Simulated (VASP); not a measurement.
```xyz
3
Lattice="-1.8225 1.8225 4.4487 1.8225 -1.8225 4.4487 1.8225 1.8225 -4.4487" Properties=species:S:1:pos:R:3 pbc="T T T"
Lu     0.0000     0.0000     0.0000
Au     0.0000     0.0000     5.9073
Au     0.0000     0.0000     2.9901
```

Level of theory: PBEsol GGA, VASP's PBE PAW potentials (set 64) (plane waves; VASP 6.6.1). Run with 300 eV cut-off, 10×10×10 Γ-centred mesh, Gaussian smearing of 0.20 eV, potentials Lu_3 Au.

Give the energies of bands 5 to 18 at the high-symmetry points, in eV from the Fermi level.

```tsv
band	Γ	X	P	N	M	S	R
5	-5.65	-5.54	-5.99	-6.06	-6.27	-6.23	-5.53
6	-5.12	-5.30	-5.39	-5.65	-6.13	-5.88	-5.31
7	-5.06	-5.00	-5.39	-5.44	-6.05	-5.54	-5.09
8	-4.99	-4.84	-4.66	-5.17	-5.05	-5.39	-5.05
9	-4.67	-4.79	-4.33	-5.14	-5.05	-5.05	-4.70
10	-4.44	-4.16	-4.33	-4.14	-4.86	-3.75	-4.22
11	-4.44	-3.69	-3.69	-4.04	-4.01	-3.67	-3.96
12	-4.36	-3.60	-3.64	-3.91	-3.77	-3.44	-3.58
13	-4.36	-3.55	-3.61	-3.31	-3.77	-3.23	-3.54
14	-3.37	-2.86	-2.78	-3.21	-3.72	-2.88	-2.90
15	-0.98	-1.18	-1.04	-2.55	-2.88	-2.54	-1.91
16	1.73	-0.72	-1.04	0.53	1.70	-2.04	-0.41
17	1.95	0.98	0.40	0.83	3.94	2.24	1.85
18	2.09	1.96	3.54	2.80	4.14	2.76	2.28
```

It has no gap at this level: it comes out as a metal or semimetal.

The structure comes from a computed database's LuAu2 entry (I4/mmm); how it stands against other phases isn't given here. The cell was not relaxed at this level. The electron count is odd and the run is not spin-polarised, which forces a metal.
